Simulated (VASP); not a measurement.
# Mesh, vacuum, cutoff and functional for a few sheets of SbPbS2, part 3 of 5

Aim: find which settings matter for a slab model of a few sheets of SbPbS2, and what they cost.

VASP 6.6.1, plane waves and PAW; the level of theory is named at each step.

So far, highest filled level below the vacuum (eV): step 2 (the base run) 3.28; step 3 (another mesh, mesh points along a 3, k-mesh 3×3×1) 2.99.

**7. Another vacuum, vacuum width 5**

Level of this step: PBEsol; plane waves and PAW (Pb, S, Sb) (VASP).

Too little vacuum lets the faces of neighbouring images overlap, and too much only costs plane waves.

The input, INCAR:

```
SYSTEM = SbPbS2
PREC = Normal
ENCUT = 350
EDIFF = 1E-06
NELM = 120
ISMEAR = 0
SIGMA = 0.05
LREAL = .FALSE.
ALGO = Normal
GGA = PS
NBANDS = 29
LORBIT = 11
LWAVE = .FALSE.
LCHARG = .FALSE.
KPAR = 4
IDIPOL = 3
LDIPOL = .TRUE.
DIPOL = 0.5 0.5 0.494
LVHAR = .TRUE.
LVACPOTAV = .TRUE.
```

The input, POSCAR:

```
SbPbS2
1.0
    4.2934420000      0.0000000000      0.0000000000
    0.0000000000      3.9640180000      0.0000000000
    0.0000000000      0.0000000000     13.9533495932
Pb S Sb
2 4 2
Direct
    0.5000000000      0.0000000000      0.8208315514
    0.5000000000      0.5000000000      0.3926799474
    0.0000000000      0.5000000000      0.7894463254
    0.5000000000      0.0000000000      0.6145112867
    0.0000000000      0.0000000000      0.3612947214
    0.5000000000      0.5000000000      0.1863596844
    0.0000000000      0.5000000000      0.6073200526
    0.0000000000      0.0000000000      0.1791684486
```

The input, KPOINTS:

```
Automatic mesh
0
Gamma
6 7 1
0 0 0
```

PAW data sets: Pb, S and Sb (PBE family, release 64).

Command:

```
> mpirun -np 4 vasp_std
```

Log:

```text
[... set-up lines as in an earlier step ...]
 entering main loop
       N       E                     dE             d eps       ncg     rms          rms(c)
DAV:   1     0.194083730572E+03    0.19408E+03   -0.12427E+04   928   0.854E+02
DAV:   2    -0.149272770397E+02   -0.20901E+03   -0.20277E+03  1171   0.173E+02
DAV:   3    -0.375403380843E+02   -0.22613E+02   -0.22197E+02  1100   0.629E+01
DAV:   4    -0.383601908833E+02   -0.81985E+00   -0.81336E+00  1331   0.126E+01
DAV:   5    -0.383775154050E+02   -0.17325E-01   -0.17308E-01  1203   0.193E+00    0.168E+01
DAV:   6    -0.396392473810E+02   -0.12617E+01   -0.28672E+01  1547   0.195E+01    0.118E+01
DAV:   7    -0.384938887365E+02    0.11454E+01   -0.61019E+01  1534   0.224E+01    0.103E+01
DAV:   8    -0.364204179849E+02    0.20735E+01   -0.34484E+01  1403   0.141E+01    0.360E+00
DAV:   9    -0.363986920861E+02    0.21726E-01   -0.31160E+00  1194   0.535E+00    0.218E+00
DAV:  10    -0.363616941595E+02    0.36998E-01   -0.24523E-01  1233   0.211E+00    0.177E+00
DAV:  11    -0.363527689643E+02    0.89252E-02   -0.47552E-02  1262   0.891E-01    0.103E+00
DAV:  12    -0.363476175234E+02    0.51514E-02   -0.25669E-02  1336   0.772E-01    0.268E-01
DAV:  13    -0.363483485684E+02   -0.73105E-03   -0.80377E-03  1106   0.380E-01    0.281E-01
DAV:  14    -0.363483458128E+02    0.27556E-05   -0.29992E-04  1310   0.751E-02    0.284E-01
DAV:  15    -0.363483416164E+02    0.41964E-05   -0.89736E-06  1351   0.128E-02    0.288E-01
DAV:  16    -0.363481624425E+02    0.17917E-03   -0.89463E-04  1217   0.874E-02    0.190E-01
DAV:  17    -0.363482368250E+02   -0.74382E-04   -0.77414E-04  1331   0.116E-01    0.298E-01
DAV:  18    -0.363481388562E+02    0.97969E-04   -0.35896E-04  1158   0.649E-02    0.248E-01
DAV:  19    -0.363480734147E+02    0.65441E-04   -0.41248E-05  1225   0.244E-02    0.187E-01
DAV:  20    -0.363480266685E+02    0.46746E-04   -0.37562E-05  1224   0.243E-02    0.123E-01
DAV:  21    -0.363480133782E+02    0.13290E-04   -0.13510E-05  1234   0.156E-02    0.102E-01
DAV:  22    -0.363479901750E+02    0.23203E-04   -0.99683E-05  1182   0.394E-02    0.125E-02
DAV:  23    -0.363479912221E+02   -0.10471E-05   -0.13838E-05  1112   0.155E-02    0.862E-03
DAV:  24    -0.363479913987E+02   -0.17659E-06   -0.16724E-06   796   0.477E-03
 -----------------------------------------------------------------------------
|                                                                             |
|           W    W    AA    RRRRR   N    N  II  N    N   GGGG   !!!           |
|           W    W   A  A   R    R  NN   N  II  NN   N  G    G  !!!           |
|           W    W  A    A  R    R  N N  N  II  N N  N  G       !!!           |
|           W WW W  AAAAAA  RRRRR   N  N N  II  N  N N  G  GGG   !            |
|           WW  WW  A    A  R   R   N   NN  II  N   NN  G    G                |
|           W    W  A    A  R    R  N    N  II  N    N   GGGG   !!!           |
|                                                                             |
|     The minimum charge density times volume of the cell along the axis      |
|     of the dipole correction is larger 1E-1, which could mean that your     |
|     workfunction is not accurate as there is no field free region in        |
|     your cell. Please consider either increasing the size of your cell      |
|     along the dipole correction (vacuum dimension) or perhaps               |
|     increasing the precision of your calculation.                           |
|                                                                             |
 -----------------------------------------------------------------------------

 [... a notice as in an earlier step ...]

   1 F= -.36347991E+02 E0= -.36343542E+02  d E =-.889915E-02
 -----------------------------------------------------------------------------
|                                                                             |
|           W    W    AA    RRRRR   N    N  II  N    N   GGGG   !!!           |
|           W    W   A  A   R    R  NN   N  II  NN   N  G    G  !!!           |
|           W    W  A    A  R    R  N N  N  II  N N  N  G       !!!           |
|           W WW W  AAAAAA  RRRRR   N  N N  II  N  N N  G  GGG   !            |
|           WW  WW  A    A  R   R   N   NN  II  N   NN  G    G                |
|           W    W  A    A  R    R  N    N  II  N    N   GGGG   !!!           |
|                                                                             |
|     The minimum charge density times volume of the cell along the axis      |
|     of the dipole correction is larger 1E-1, which could mean that your     |
|     workfunction is not accurate as there is no field free region in        |
|     your cell. Please consider either increasing the size of your cell      |
|     along the dipole correction (vacuum dimension) or perhaps               |
|     increasing the precision of your calculation.                           |
|                                                                             |
 -----------------------------------------------------------------------------

 [... a notice as in an earlier step ...]
```

Wall time 18 s (4 MPI ranks of AMD EPYC 7R43, shared host); peak memory 0.66 GiB; 70 s of CPU time.

Parts of OUTCAR (step 7):

```text
   ENCUT  =  350.0 eV  25.72 Ry    5.07 a.u.   6.55  6.05 21.28*2*pi/ulx,y,z

   NELECT =      42.0000    total number of electrons

 dipolmoment           0.000000      0.000000     -0.107619 electrons x Angstroem

 E-fermi :   4.3102

 k-point     1 :       0.0000    0.0000    0.0000
  band No.  band energies     occupation
    ...
     17       1.5516      2.00000
     18       1.7693      2.00000
     19       2.4433      2.00000
     20       2.7322      2.00000
     21       3.6426      2.00000
     22       6.1102      0.00000
     23       6.8945      0.00000
     24       6.9741      0.00000
     25       7.0607      0.00000
     26       7.2049      0.00000
    ...

  Total       -5.1081872     -5.7784260     -3.6139214      0.0000000      0.0000000      0.0000000
  in kB      -34.4633661    -38.9852608    -24.3820150      0.0000000      0.0000000      0.0000000
  external PRESSURE =     -32.6102140 kB  Pullay stress =       0.0000000 kB

 POSITION                                       TOTAL-FORCE (eV/Angst)
 -----------------------------------------------------------------------------------
      2.14672      0.00000     11.45335         0.000000      0.000000     -0.394124
      2.14672      1.98201      5.47920         0.000000      0.000000     -0.125563
      0.00000      1.98201     11.01542         0.000000      0.000000      0.177522
      2.14672      0.00000      8.57449         0.000000      0.000000      0.363488
      0.00000      0.00000      5.04127         0.000000      0.000000     -0.147858
      2.14672      1.98201      2.60034         0.000000      0.000000      0.215196
      0.00000      1.98201      8.47415         0.000000      0.000000     -0.242829
      0.00000      0.00000      2.50000         0.000000      0.000000      0.154170
 -----------------------------------------------------------------------------------
    total drift:                                0.000000     -0.000000     -0.125554

  FREE ENERGIE OF THE ION-ELECTRON SYSTEM (eV)
  ---------------------------------------------------
  free  energy   TOTEN  =       -36.3479913987 eV

  energy  without entropy=      -36.3390922489  energy(sigma->0) =      -36.34354182

[... 3 parts as in an earlier step ...]

[... 13 further parts left out ...]
```

Numbers from this step:

- electronic cycles: 24
- free energy (TOTEN): -36.35 eV
- energy at zero smearing: -36.34 eV
- Fermi energy: 4.310 eV
- dipole moment: 0, 0, -0.1076 e·Å

Force by atom:

| atom | x (eV/Å) | y (eV/Å) | z (eV/Å) | size |
| --- | --- | --- | --- | --- |
| Pb1 | 0.000 | 0.000 | -0.394 | 0.394 |
| Pb2 | 0.000 | 0.000 | -0.126 | 0.126 |
| S3 | 0.000 | 0.000 | 0.178 | 0.178 |
| S4 | 0.000 | 0.000 | 0.363 | 0.363 |
| S5 | 0.000 | 0.000 | -0.148 | 0.148 |
| S6 | 0.000 | 0.000 | 0.215 | 0.215 |
| Sb7 | 0.000 | 0.000 | -0.243 | 0.243 |
| Sb8 | 0.000 | 0.000 | 0.154 | 0.154 |

The program found no flat vacuum in this gap and printed no vacuum level, so no level below the vacuum can be given.

**8. Another vacuum, vacuum width 8**

INCAR: that of step 7 with these lines changed.

```diff
@@ -17,3 +17,3 @@
 LDIPOL = .TRUE.
-DIPOL = 0.5 0.5 0.494
+DIPOL = 0.5 0.5 0.495
 LVHAR = .TRUE.
```

The input, POSCAR:

```
SbPbS2
1.0
    4.2934420000      0.0000000000      0.0000000000
    0.0000000000      3.9640180000      0.0000000000
    0.0000000000      0.0000000000     16.9533495932
Pb S Sb
2 4 2
Direct
    0.5000000000      0.0000000000      0.7640584253
    0.5000000000      0.5000000000      0.4116708940
    0.0000000000      0.5000000000      0.7382270090
    0.5000000000      0.0000000000      0.5942478067
    0.0000000000      0.0000000000      0.3858394778
    0.5000000000      0.5000000000      0.2418602769
    0.0000000000      0.5000000000      0.5883291060
    0.0000000000      0.0000000000      0.2359415747
```

KPOINTS is that of step 7.

Command:

```
> mpirun -np 4 vasp_std
```

Log:

```text
[... set-up lines as in an earlier step ...]
 entering main loop
       N       E                     dE             d eps       ncg     rms          rms(c)
DAV:   1     0.218316778535E+03    0.21832E+03   -0.12114E+04   928   0.834E+02
DAV:   2    -0.793603120761E+01   -0.22625E+03   -0.21891E+03  1190   0.176E+02
DAV:   3    -0.363496129807E+02   -0.28414E+02   -0.27922E+02  1113   0.676E+01
DAV:   4    -0.375554087092E+02   -0.12058E+01   -0.11895E+01  1336   0.151E+01
[...]
DAV:  21    -0.362254740118E+02   -0.13398E-04   -0.17542E-05   973   0.151E-02    0.801E-03
DAV:  22    -0.362254758143E+02   -0.18025E-05   -0.16124E-06   874   0.492E-03    0.387E-03
DAV:  23    -0.362254763466E+02   -0.53236E-06   -0.11503E-06   738   0.439E-03
 [... a notice as in an earlier step ...]

   1 F= -.36225476E+02 E0= -.36221834E+02  d E =-.728379E-02
 [... a notice as in an earlier step ...]
```

Elapsed: 19 s, on 4 MPI ranks; peak memory 0.74 GiB; 75 s of CPU time.

OUTCAR, selected parts (step 8):

```text
  Total       -3.9657613     -5.5666598     -3.9325055      0.0000000      0.0000000      0.0000000
  in kB      -22.0211713    -30.9106780    -21.8365079      0.0000000      0.0000000      0.0000000
  external PRESSURE =     -24.9227857 kB  Pullay stress =       0.0000000 kB

 POSITION                                       TOTAL-FORCE (eV/Angst)
 -----------------------------------------------------------------------------------
      2.14672      0.00000     12.95335         0.000000      0.000000     -0.553550
      2.14672      1.98201      6.97920         0.000000      0.000000     -0.138410
      0.00000      1.98201     12.51542         0.000000      0.000000      0.133898
      2.14672      0.00000     10.07449         0.000000      0.000000      0.441604
      0.00000      0.00000      6.54127         0.000000      0.000000     -0.282260
      2.14672      1.98201      4.10034         0.000000      0.000000      0.182827
      0.00000      1.98201      9.97415         0.000000      0.000000     -0.255408
      0.00000      0.00000      4.00000         0.000000      0.000000      0.471298
 -----------------------------------------------------------------------------------
    total drift:                                0.000000     -0.000000     -0.002788

  FREE ENERGIE OF THE ION-ELECTRON SYSTEM (eV)
  ---------------------------------------------------
  free  energy   TOTEN  =       -36.2254763466 eV

  energy  without entropy=      -36.2181925593  energy(sigma->0) =      -36.22183445

[... 1 part as in an earlier step ...]

[... 2 further parts left out ...]
[key lines of the parts left out:]
E-fermi :   3.0112
```

The program found no flat vacuum in this gap and printed no vacuum level, so no level below the vacuum can be given.

**9. Another vacuum, vacuum width 24**

INCAR: that of step 8 with these lines changed.

```diff
@@ -17,3 +17,3 @@
 LDIPOL = .TRUE.
-DIPOL = 0.5 0.5 0.495
+DIPOL = 0.5 0.5 0.497
 LVHAR = .TRUE.
```

The input, POSCAR:

```
SbPbS2
1.0
    4.2934420000      0.0000000000      0.0000000000
    0.0000000000      3.9640180000      0.0000000000
    0.0000000000      0.0000000000     32.9533495932
Pb S Sb
2 4 2
Direct
    0.5000000000      0.0000000000      0.6358488546
    0.5000000000      0.5000000000      0.4545577542
    0.0000000000      0.5000000000      0.6225594914
    0.5000000000      0.0000000000      0.5484872110
    0.0000000000      0.0000000000      0.4412683910
    0.5000000000      0.5000000000      0.3671961114
    0.0000000000      0.5000000000      0.5454422458
    0.0000000000      0.0000000000      0.3641511454
```

KPOINTS is that of step 8.

Command:

```
> mpirun -np 4 vasp_std
```

Log:

```text
[... set-up lines as in an earlier step ...]
 entering main loop
       N       E                     dE             d eps       ncg     rms          rms(c)
DAV:   1     0.271245595327E+03    0.27125E+03   -0.10949E+04   928   0.767E+02
DAV:   2     0.908385554521E+01   -0.26216E+03   -0.25539E+03  1377   0.169E+02
DAV:   3    -0.351443854981E+02   -0.44228E+02   -0.43468E+02  1077   0.758E+01
DAV:   4    -0.375263078918E+02   -0.23819E+01   -0.23632E+01  1358   0.204E+01
[...]
DAV:  30    -0.362157127281E+02   -0.25601E-05   -0.61597E-08   702   0.782E-04    0.405E-04
DAV:  31    -0.362157144911E+02   -0.17630E-05   -0.30680E-08   671   0.453E-04    0.222E-04
DAV:  32    -0.362157147876E+02   -0.29655E-06   -0.55822E-09   578   0.257E-04
 [... a notice as in an earlier step ...]

   1 F= -.36215715E+02 E0= -.36212154E+02  d E =-.712196E-02
```

It took 51 s on 4 MPI ranks; peak memory 1.2 GiB; 3.3 min of CPU time.

Parts of OUTCAR (step 9):

```text
  Total       -3.9277111     -5.5587087     -3.8780212      0.0000000      0.0000000      0.0000000
  in kB      -11.2204258    -15.8797519    -11.0784748      0.0000000      0.0000000      0.0000000
  external PRESSURE =     -12.7262175 kB  Pullay stress =       0.0000000 kB

 POSITION                                       TOTAL-FORCE (eV/Angst)
 -----------------------------------------------------------------------------------
      2.14672      0.00000     20.95335         0.000000      0.000000     -0.563122
      2.14672      1.98201     14.97920         0.000000      0.000000     -0.132476
      0.00000      1.98201     20.51542         0.000000      0.000000      0.135018
      2.14672      0.00000     18.07449         0.000000      0.000000      0.445233
      0.00000      0.00000     14.54127         0.000000      0.000000     -0.291389
      2.14672      1.98201     12.10034         0.000000      0.000000      0.176814
      0.00000      1.98201     17.97415         0.000000      0.000000     -0.259934
      0.00000      0.00000     12.00000         0.000000      0.000000      0.489856
 -----------------------------------------------------------------------------------
    total drift:                                0.000000     -0.000000      0.000036

  FREE ENERGIE OF THE ION-ELECTRON SYSTEM (eV)
  ---------------------------------------------------
  free  energy   TOTEN  =       -36.2157147876 eV

  energy  without entropy=      -36.2085928316  energy(sigma->0) =      -36.21215381

[... 1 part as in an earlier step ...]

[... 2 further parts left out ...]
[key lines of the parts left out:]
E-fermi :  -0.2046
```

Against the base run its depth below the vacuum changes by +0.00 eV and the energy by +0.0 meV an atom.

**10. The series together**

Times are for 4 MPI ranks of AMD EPYC 7R43, shared host. The series side by side:

| no. | vacuum width | electronic cycles | free energy (TOTEN) (eV) | time | memory (GiB) |
| --- | --- | --- | --- | --- | --- |
| 1 | 5 | 24 | -36.35 | 18 s | 0.66 |
| 2 | 8 | 23 | -36.23 | 19 s | 0.74 |
| 3 | 24 | 32 | -36.22 | 51 s | 1.2 |

**11. A lower cutoff, ENCUT 210**

A lower cutoff is cheaper, and the test is whether a potential difference survives it better than the total energy.

INCAR: that of step 9 with these lines changed.

```diff
@@ -2,3 +2,3 @@
 PREC = Normal
-ENCUT = 350
+ENCUT = 210
 EDIFF = 1E-06
@@ -17,3 +17,3 @@
 LDIPOL = .TRUE.
-DIPOL = 0.5 0.5 0.497
+DIPOL = 0.5 0.5 0.496
 LVHAR = .TRUE.
```

The input, POSCAR:

```
SbPbS2
1.0
    4.2934420000      0.0000000000      0.0000000000
    0.0000000000      3.9640180000      0.0000000000
    0.0000000000      0.0000000000     23.9533495716
Pb S Sb
2 4 2
Direct
    0.5000000000      0.0000000000      0.6868913900
    0.5000000000      0.5000000000      0.4374837240
    0.0000000000      0.5000000000      0.6686088100
    0.5000000000      0.0000000000      0.5667053270
    0.0000000000      0.0000000000      0.4192011440
    0.5000000000      0.5000000000      0.3172976620
    0.0000000000      0.5000000000      0.5625162760
    0.0000000000      0.0000000000      0.3131086100
```

KPOINTS is that of step 9.

Command:

```
> mpirun -np 4 vasp_std
```

Log:

```text
[... set-up lines as in an earlier step ...]
 entering main loop
       N       E                     dE             d eps       ncg     rms          rms(c)
DAV:   1     0.190994294029E+03    0.19099E+03   -0.91219E+03   952   0.536E+02
DAV:   2    -0.944132458272E+01   -0.20044E+03   -0.19592E+03  1247   0.154E+02
DAV:   3    -0.361827574230E+02   -0.26741E+02   -0.26170E+02  1086   0.611E+01
DAV:   4    -0.374244677425E+02   -0.12417E+01   -0.12338E+01  1374   0.146E+01
[...]
DAV:  27    -0.361494885723E+02   -0.51021E-05   -0.15807E-07   725   0.118E-03    0.139E-03
DAV:  28    -0.361494912983E+02   -0.27260E-05   -0.18937E-07   701   0.146E-03    0.586E-04
DAV:  29    -0.361494915035E+02   -0.20520E-06   -0.21469E-08   570   0.532E-04
 [... a notice as in an earlier step ...]

   1 F= -.36149492E+02 E0= -.36145925E+02  d E =-.713350E-02
```

Wall time 15 s (4 MPI ranks); peak memory 0.61 GiB.

From OUTCAR (step 11):

```text
  Total       -6.4655767     -8.1220169     -6.4439484      0.0000000      0.0000000      0.0000000
  in kB      -25.4103343    -31.9203025    -25.3253330      0.0000000      0.0000000      0.0000000
  external PRESSURE =     -27.5519899 kB  Pullay stress =       0.0000000 kB

 POSITION                                       TOTAL-FORCE (eV/Angst)
 -----------------------------------------------------------------------------------
      2.14672      0.00000     16.45335         0.000000      0.000000     -0.550101
      2.14672      1.98201     10.47920         0.000000      0.000000     -0.122856
      0.00000      1.98201     16.01542         0.000000      0.000000      0.150488
      2.14672      0.00000     13.57449         0.000000      0.000000      0.449364
      0.00000      0.00000     10.04127         0.000000      0.000000     -0.278669
      2.14672      1.98201      7.60034         0.000000      0.000000      0.177180
      0.00000      1.98201     13.47415         0.000000      0.000000     -0.286010
      0.00000      0.00000      7.50000         0.000000      0.000000      0.460602
 -----------------------------------------------------------------------------------
    total drift:                                0.000000     -0.000000      0.003382

  FREE ENERGIE OF THE ION-ELECTRON SYSTEM (eV)
  ---------------------------------------------------
  free  energy   TOTEN  =       -36.1494915035 eV

  energy  without entropy=      -36.1423580011  energy(sigma->0) =      -36.14592475

[... 1 part as in an earlier step ...]

[... 2 further parts left out ...]
[key lines of the parts left out:]
E-fermi :   1.0865
```

This step gave:

```
electronic cycles                          : 29
free energy (TOTEN)                        : -36.15 eV
energy at zero smearing                    : -36.15 eV
Fermi energy                               : 1.087 eV
dipole moment                              : 0, 0, -0.06497 e·Å
vacuum levels                              : 4.366, 5.06 eV
work functions of the upper and lower face : 3.279, 3.973 eV
highest filled level below the vacuum      : 3.279 eV
```

Against the base run its depth below the vacuum changes by -0.00 eV and the energy by +8.3 meV an atom.

(Continued in part 4 of 5.)

[Lines on the potential files, build, host, timing and source positions are cut from VASP's logs without a mark.]

[Logs are printed without paths, hosts, clocks, repeated set-up lines and the standing remarks that a program may print on its own settings, such as how far it seeks lower states.]

[Hosts, paths, dates, database ids (printed as entryN), source tags and the programs' standing remarks are cut or masked in the printed files.]

[In band tables of VASP the shares of atoms and orbitals are scaled to a sum of 1 inside the atoms' spheres.]

[Runs that stopped without an error message from VASP are left out.]

[VASP counts the dipole in electrons times Å, so a positive number points the physical dipole along −c.]
